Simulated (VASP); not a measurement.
Here is the system:

```yaml
crystal:
  lattice:
    - [0.00000, 3.03138, 3.03138]
    - [3.03138, 0.00000, 3.03138]
    - [3.03138, 3.03138, 0.00000]
  atoms:
    - { symbol: Sn, position: [0.00000, 0.00000, 0.00000] }
    - { symbol: S, position: [0.25000, 0.25000, 0.25000] }
    - { symbol: S, position: [0.75000, 0.75000, 0.75000] }
```

These are PBE GGA, VASP's PBE PAW potentials (set 64) (plane waves; VASP) values and carry that method's errors. Numerical set-up: 400 eV cut-off, 3×3×3 Monkhorst-Pack mesh, Gaussian smearing of 0.050 eV, potentials Sn_d S.

Gaps are read on the run's mesh, which can miss a band edge. Unless said otherwise, spin-orbit coupling is left out, though it shifts the bands of the heavy elements here.

Q: What does the run give for the energy per atom (σ→0), pressure, band gap (on the k-mesh) with the smallest direct gap where there is one?

A: 
```json
{
 "band gap (on the k-mesh)": "none (metal, semimetal or under 0.01 eV)",
 "energy per atom (σ→0)": "-3.685 eV/atom",
 "pressure": "19.86 GPa"
}
```

Only differences to runs with the same potentials and settings are physical.

The structure was generated: SnS2 was put into the fluorite type (Fm-3m), which need not be its known phase. The cell was not relaxed at this level. The k-mesh is coarse (spacing up to 0.60 per Å, 2π included), so the numbers may not be converged in it. The run is one of a series of settings (KPOINTS 3×3×3 Monkhorst-Pack mesh against the base run), some of them coarse on purpose.
